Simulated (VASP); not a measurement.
# HfRu3 (Pm-3m) in VASP: density of states with PBEsol

Aim: the density of states of HfRu3 with PBEsol.

Everything below comes from runs of VASP 6.6.1. Logs are shortened: lines on timing, memory, paths and dates and some standing lists are left out, and cuts for length are marked.

## (1) The structure

Symmetry: Pm-3m, No. 221, cubic system. Conventional cell: a = 3.903 Å, b = 3.903 Å, c = 3.903 Å, α = 90.00°, β = 90.00°, γ = 90.00°. Hf (site symmetry m-3m) is surrounded by 12 Ru at 2.76 Å. Around Ru (site symmetry 4/mmm) lie 4 Hf at 2.76 Å and 8 Ru at 2.76 Å.

The cell comes from a database or a generator and needn't be the stable form of this composition.

## (2) Density of states, PBEsol

File POSCAR:

```
HfRu3
1.0
    3.9029708763      0.0000000000      0.0000000000
    0.0000000000      3.9029708763      0.0000000000
    0.0000000000      0.0000000000      3.9029708763
Hf Ru
1 3
Direct
    0.0000000000      0.0000000000      0.0000000000
    0.0000000000      0.5000000000      0.5000000000
    0.5000000000      0.5000000000      0.0000000000
    0.5000000000      0.0000000000      0.5000000000
```

File INCAR.step1:

```
ALGO = Fast ; EDIFF = 1E-6
ENCUT = 520 ; GGA = PS
ISIF = 2 ; ISMEAR = 0
LASPH = True ; LCHARG = True
LMAXMIX = 4 ; LREAL = False
LWAVE = False ; NBANDS = 34
NELM = 100 ; PREC = Accurate
SIGMA = 0.05
```

File KPOINTS.step1:

```
k-points
0
Gamma
  8 8 8
```

File INCAR.step2:

```
ALGO = Fast ; EDIFF = 1E-6
ENCUT = 520 ; GGA = PS
ICHARG = 11 ; ISIF = 2
ISMEAR = -5 ; LASPH = True
LCHARG = False ; LMAXMIX = 4
LORBIT = 11 ; LREAL = False
LWAVE = False ; NEDOS = 2001
NELM = 100 ; PREC = Accurate
SIGMA = 0.05
```

File KPOINTS.step2:

```
k-points
0
Gamma
  12 12 12
```

Potentials or basis: VASP PAW PBE potentials, release 64 (Hf_pv, Ru_pv).

Command:

```console
$ cat potpaw_PBE.64/Hf_pv/POTCAR potpaw_PBE.64/Ru_pv/POTCAR > POTCAR
$ cp INCAR.step1 INCAR
$ cp KPOINTS.step1 KPOINTS
$ mpirun -np 1 vasp_std > vasp.out
$ cp INCAR.step2 INCAR
$ cp KPOINTS.step2 KPOINTS
$ mpirun -np 1 vasp_std > vasp.out
```

OUTCAR:

```text
EDIFF = 1E-6
   ENCUT = 520
   GGA = PS
   ICHARG = 11
   ISIF = 2
   ISMEAR = -5
   LASPH = True
   LORBIT = 11
   LREAL = False
   NELM = 100
   PREC = Accurate

 ion  position               nearest neighbor table
   1  0.000  0.000  0.000-   2 2.76   3 2.76   4 2.76   2 2.76   4 2.76   2 2.76   3 2.76   2 2.76
                             3 2.76   4 2.76   4 2.76   3 2.76
   2  0.000  0.500  0.500-   1 2.76   3 2.76   4 2.76   1 2.76   3 2.76   1 2.76   4 2.76   1 2.76
                             3 2.76   4 2.76   3 2.76   4 2.76
   3  0.500  0.500  0.000-   1 2.76   2 2.76   4 2.76   2 2.76   4 2.76   1 2.76   4 2.76   4 2.76
                             1 2.76   2 2.76   2 2.76   1 2.76
   4  0.500  0.000  0.500-   1 2.76   2 2.76   3 2.76   1 2.76   3 2.76   2 2.76   3 2.76   3 2.76
                             1 2.76   2 2.76   1 2.76   2 2.76

  LATTYP: Found a simple cubic cell.
 ALAT       =     3.9029708763

  Lattice vectors:

 A1 = (   3.9029708763,   0.0000000000,   0.0000000000)
 A2 = (   0.0000000000,   3.9029708763,   0.0000000000)
 A3 = (   0.0000000000,   0.0000000000,   3.9029708763)

Analysis of symmetry for initial positions (statically):
=====================================================================
 Subroutine PRICEL returns:
 Original cell was already a primitive cell.

 Routine SETGRP: Setting up the symmetry group for a
 simple cubic supercell.

 Subroutine GETGRP returns: Found 48 space group operations
 (whereof 48 operations were pure point group operations)
 out of a pool of 48 trial point group operations.

The static configuration has the point symmetry O_h .

Analysis of symmetry for dynamics (positions and initial velocities):
=====================================================================
 Subroutine PRICEL returns:
 Original cell was already a primitive cell.

 Routine SETGRP: Setting up the symmetry group for a
 simple cubic supercell.

 Subroutine GETGRP returns: Found 48 space group operations
 (whereof 48 operations were pure point group operations)
 out of a pool of 48 trial point group operations.

The dynamic configuration has the point symmetry O_h .

 Subroutine INISYM returns: Found 48 space group operations
 (whereof 48 operations are pure point group operations),
 and found     1 'primitive' translations

----------------------------------------------------------------------------------------

                                     Primitive cell

  volume of cell :      59.4547

  direct lattice vectors                    reciprocal lattice vectors
     3.902970876  0.000000000  0.000000000     0.256215081  0.000000000  0.000000000
     0.000000000  3.902970876  0.000000000     0.000000000  0.256215081  0.000000000
     0.000000000  0.000000000  3.902970876     0.000000000  0.000000000  0.256215081

  length of vectors
     3.902970876  3.902970876  3.902970876     0.256215081  0.256215081  0.256215081

  position of ions in fractional coordinates (direct lattice)
     0.000000000  0.000000000  0.000000000
     0.000000000  0.500000000  0.500000000
     0.500000000  0.500000000  0.000000000
     0.500000000  0.000000000  0.500000000

  ion indices of the primitive-cell ions
   primitive index   ion index
                 1           1
                 2           2
                 3           3
                 4           4

----------------------------------------------------------------------------------------

 KPOINTS: k-points

Automatic generation of k-mesh.
 Grid dimensions read from file:
 generate k-points for:   12   12   12

 Generating k-lattice:

  Cartesian coordinates                     Fractional coordinates (reciprocal lattice)
     0.021351257  0.000000000  0.000000000     0.083333333  0.000000000  0.000000000
     0.000000000  0.021351257  0.000000000     0.000000000  0.083333333  0.000000000
     0.000000000  0.000000000  0.021351257     0.000000000  0.000000000  0.083333333

  Length of vectors
     0.021351257  0.021351257  0.021351257

  Shift w.r.t. Gamma in fractional coordinates (k-lattice)
     0.000000000  0.000000000  0.000000000

 TETIRR: Found    854 inequivalent tetrahedra from    10368

 Subroutine IBZKPT returns following result:
 ===========================================

 Found     84 irreducible k-points:

 Following reciprocal coordinates:
            Coordinates               Weight
  0.000000  0.000000  0.000000      1.000000
  0.083333  0.000000  0.000000      6.000000
  0.166667  0.000000  0.000000      6.000000
  0.250000  0.000000  0.000000      6.000000
  0.333333  0.000000  0.000000      6.000000
  0.416667  0.000000  0.000000      6.000000
[... 16 lines left out ...]
  0.333333  0.333333  0.000000     12.000000
  0.416667  0.333333  0.000000     24.000000
 [... further k-points ...]
   k-points           NKPTS =     84   k-points in BZ     NKDIM =     84   number of bands    NBANDS=     31
   number of dos      NEDOS =   2001   number of ions     NIONS =      4
   total plane-waves  NPLWV =  27000
   dimension x,y,z NGX =    30 NGY =   30 NGZ =   30
   dimension x,y,z NGXF=    60 NGYF=   60 NGZF=   60
   ions per type =               1   3
   NGX,Y,Z   is equivalent  to a cutoff of  12.78, 12.78, 12.78 a.u.
   NGXF,Y,Z  is equivalent  to a cutoff of  25.56, 25.56, 25.56 a.u.
 SYSTEM =  unknown system
   PREC   = accura    normal or accurate (medium, high low for compatibility)
   ISTART =      0    job   : 0-new  1-cont  2-samecut
   ICHARG =     11    charge: 1-file 2-atom 10-const
   ISPIN  =      1    spin polarized calculation?
   LNONCOLLINEAR =      F non collinear calculations
   LSORBIT =      F    spin-orbit coupling
   LASPH  =      T    aspherical Exc in radial PAW
   ENCUT  =  520.0 eV  38.22 Ry    6.18 a.u.   7.26  7.26  7.26*2*pi/ulx,y,z
   NELM   =    100;   NELMIN=  2; NELMDL=  0     # of ELM steps
   EDIFF  = 0.1E-05   stopping-criterion for ELM
   LREAL  =      F    real-space projection
   EDIFFG = 0.1E-04   stopping-criterion for IOM
   NSW    =      0    number of steps for IOM
   IBRION =     -1    ionic relax: 0-MD 1-quasi-New 2-CG
   NFREE  =      0    steps in history (QN), initial steepest desc. (CG)
   ISIF   =      2    stress and relaxation
   ISYM   =      2    0-nonsym 1-usesym 2-fastsym
   POTIM  = 0.5000    time-step for ionic-motion
   TEBEG  =    0.0;   TEEND  =   0.0 temperature during run
   PSTRESS=    0.0 pullay stress
   NELECT =      52.0000    total number of electrons
   NUPDOWN=      -1.0000    fix difference up-down
   EMIN   =  10.00;   EMAX   =-10.00  energy-range for DOS
   EFERMI =   0.00;   METHOD = LEGACY
   ISMEAR =    -5;   SIGMA  =   0.05  broadening in eV -4-tet -1-fermi 0-gaus
   EFERMI_NEDOS =   21; number of points for ismear=-14 and -15
   IALGO  =     68    algorithm
   IMIX   =      4    mixing-type and parameters
     AMIX     =   0.40;   BMIX     =  1.00
     AMIX_MAG =   1.60;   BMIX_MAG =  1.00
  volume/ion in A,a.u.               =      14.86       100.30
  Fermi-wavevector in a.u.,A,eV,Ry     =   1.565599  2.958554 33.349259  2.451101
  Thomas-Fermi vector in A             =   2.668052
   LORBIT       =     11    0 simple, 1 ext, 2 COOP (PROOUT), +10 PAW based schemes
   GGA     = PS    functional components
   LHFCALC =     F    Hartree Fock is set to
   AEXX    =    0.0000 exact exchange contribution
   IVDW    =     0    specifies the selected vdW correction
   LEPSILON=     F    determine dielectric tensor
   LRPA    =     F    only Hartree local field effects (RPA)
 non-spin polarized calculation
 RMM-DIIS sequential band-by-band and
 Fermi weights with tetrahedron method with Bloechl corrections
  energy-cutoff  :      520.00
  volume of cell :       59.45
 maximum number of plane-waves:      1628
 NGX is ok and might be reduce to    30

 number of electron      51.9999985 magnetization

 Free energy of the ion-electron system (eV)
  ---------------------------------------------------
  ext. energy  EPLUGINS =         0.00000000
  ---------------------------------------------------
  free energy    TOTEN  =       -41.74132434 eV

  energy without entropy =      -41.74132434  energy(sigma->0) =      -41.74132434

 E-fermi :  10.0520     XC(G=0): -13.6289

 val. band max:       10.1509831840   @ k =   0.5000   0.5000   0.3333
 cond. band min:      10.0085692987   @ k =   0.4167   0.0000   0.0000
 fundamental gap:     -0.1424138854
 Fermi energy:        10.0520378654

 k-point     1 :       0.0000    0.0000    0.0000
  band No.  band energies     occupation
      1     -32.4478      2.00000
      2     -32.4478      2.00000
      3     -32.4478      2.00000
      4     -32.0704      2.00000
      5     -32.0704      2.00000
      6     -32.0704      2.00000
[... 23 lines left out ...]
     30      14.0812      0.00000
     31      14.0815      0.00000

 k-point     2 :       0.0833    0.0000    0.0000
  band No.  band energies     occupation
      1     -32.4424      2.00000
      2     -32.4424      2.00000
      3     -32.4389      2.00000
      4     -32.0721      2.00000
      5     -32.0721      2.00000
      6     -32.0711      2.00000
[... 23 lines left out ...]
     30      14.2171      0.00000
     31      14.2172      0.00000

 k-point     3 :       0.1667    0.0000    0.0000
  band No.  band energies     occupation
      1     -32.4267      2.00000
      2     -32.4267      2.00000
      3     -32.4128      2.00000
      4     -32.0777      2.00000
      5     -32.0777      2.00000
      6     -32.0730      2.00000
[... 703 lines left out ...]
     30      13.4885      0.00000
     31      13.7068      0.00000

 k-point    24 :       0.4167    0.3333    0.0000
  band No.  band energies     occupation
      1     -32.4120      2.00000
      2     -32.3165      2.00000
      3     -32.2648      2.00000
      4     -32.1649      2.00000
      5     -32.1146      2.00000
      6     -32.1137      2.00000
[... 23 lines left out ...]
     30      13.4073      0.00000
     31      13.6998      0.00000

 [... further k-points ...]
[... 5 lines left out ...]
  --------------------------------------------------------------------------------------
  -------------------------------------------------------------------------------------
  Total       -0.3929448     -0.3929448     -0.3929448      0.0000000      0.0000000     -0.0000000
  in kB      -10.5890310    -10.5890310    -10.5890310      0.0000000      0.0000000     -0.0000000
  external PRESSURE =     -10.5890310 kB  Pullay stress =       0.0000000 kB

 VOLUME and BASIS-vectors are now :
 -----------------------------------------------------------------------------
  energy-cutoff  :      520.00
  volume of cell :       59.45
      direct lattice vectors                 reciprocal lattice vectors
     3.902970876  0.000000000  0.000000000     0.256215081  0.000000000  0.000000000
     0.000000000  3.902970876  0.000000000     0.000000000  0.256215081  0.000000000
     0.000000000  0.000000000  3.902970876     0.000000000  0.000000000  0.256215081

 POSITION                                       TOTAL-FORCE (eV/Angst)
 -----------------------------------------------------------------------------------
      0.00000      0.00000      0.00000         0.000000      0.000000      0.000000
      0.00000      1.95149      1.95149         0.000000      0.000000      0.000000
      1.95149      1.95149      0.00000         0.000000      0.000000      0.000000
      1.95149      0.00000      1.95149         0.000000      0.000000      0.000000
 -----------------------------------------------------------------------------------
    total drift:                                0.000000      0.000000     -0.000000

  FREE ENERGIE OF THE ION-ELECTRON SYSTEM (eV)
  ---------------------------------------------------
  free  energy   TOTEN  =       -41.7413243401 eV

  energy  without entropy=      -41.7413243401  energy(sigma->0) =      -41.74132434

 total charge

# of ion       s       p       d       tot
------------------------------------------
    1        0.404   6.585   1.737   8.725
    2        0.406   6.249   6.046  12.701
    3        0.406   6.249   6.046  12.701
    4        0.406   6.249   6.046  12.701
--------------------------------------------------
tot          1.623  25.332  19.873  46.828
```

It took 3.4 min on 1 thread of Intel Xeon Platinum 8259CL at 2.50GHz (Skylake/Cascade Lake), shared host; peak memory 0.25 GiB.

Results:

```
Valence electrons inside the program's atomic spheres : Hf 8.72; Ru 12.70
```

States per cell in windows of 1 eV (zero at the Fermi level; states under -8 eV left out):
```csv
from (eV),total,Ru2_d,Ru4_d,Ru3_d,Hf1_d,Hf1_p,Ru2_p
-8.0,0.05,0.00,0.00,0.00,0.00,0.00,0.00
-7.0,0.27,0.00,0.00,0.00,0.00,0.01,0.00
-6.0,0.96,0.08,0.08,0.08,0.04,0.02,0.01
-5.0,5.19,0.92,0.92,0.92,0.35,0.09,0.04
-4.0,4.87,1.06,1.06,1.06,0.30,0.12,0.05
-3.0,4.74,1.09,1.09,1.09,0.27,0.17,0.06
-2.0,6.35,1.50,1.50,1.50,0.43,0.21,0.07
-1.0,5.55,1.38,1.38,1.38,0.34,0.09,0.07
0.0,3.71,0.86,0.86,0.86,0.25,0.07,0.08
1.0,2.00,0.56,0.56,0.56,0.06,0.03,0.02
2.0,0.65,0.12,0.12,0.12,0.13,0.03,0.02
3.0,3.46,0.43,0.43,0.43,1.33,0.13,0.07
4.0,0.21,0.02,0.02,0.02,0.05,0.02,0.01
5.0,0.00,0.00,0.00,0.00,0.00,0.00,0.00
```

Caveat: the PAW data sets were made with another functional, which shifts forces and pressure a little; tetrahedron occupations give inexact forces and stress in metals. Spin-orbit coupling is left out, which matters for the levels of Hf.
